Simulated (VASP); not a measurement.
```cif
data_HfN
_chemical_formula_sum 'Hf1 N1'
_space_group_name_H-M_alt 'P 1'
_space_group_IT_number 1
_cell_length_a 3.26843
_cell_length_b 3.26843
_cell_length_c 3.26843
_cell_angle_alpha 60.000
_cell_angle_beta 60.000
_cell_angle_gamma 60.000
loop_
_space_group_symop_operation_xyz
  'x, y, z'
loop_
_atom_site_label
_atom_site_type_symbol
_atom_site_fract_x
_atom_site_fract_y
_atom_site_fract_z
_atom_site_occupancy
Hf1 Hf 0.00000 0.00000 0.00000 1
N1 N 0.50000 0.50000 0.50000 1
```

All values below come from vdW-DF2, VASP's PBE PAW potentials (set 64) (plane waves; VASP 6.6.1). Numerical set-up: 520 eV cut-off, 14×14×14 Γ-centred mesh, first-order Methfessel-Paxton smearing of 0.10 eV, potentials Hf_pv N.

**Question.** Give the energy at these volumes per atom, relative to the lowest: 11.60, 11.97, 12.34, 12.71, 13.08 Å³.

**Answer.** 37.2, 8.9, 0.0, 7.8, 29.6 meV/atom. A third-order Birch-Murnaghan fit gives B0 = 239 GPa and B0′ = 4.4.

Measured: a 4.524 Å (computed value off by +2.2 %), as given by Seo, Lee, Wen, Petrov, Greene, Gall, J. Appl. Phys. 96, 878 (2004). The calculation is for a static lattice, while the measured a holds thermal and zero-point effects, which are part of the difference.

The compound is HfN in the rock salt structure. It was relaxed first, which changed the volume by +7 %.
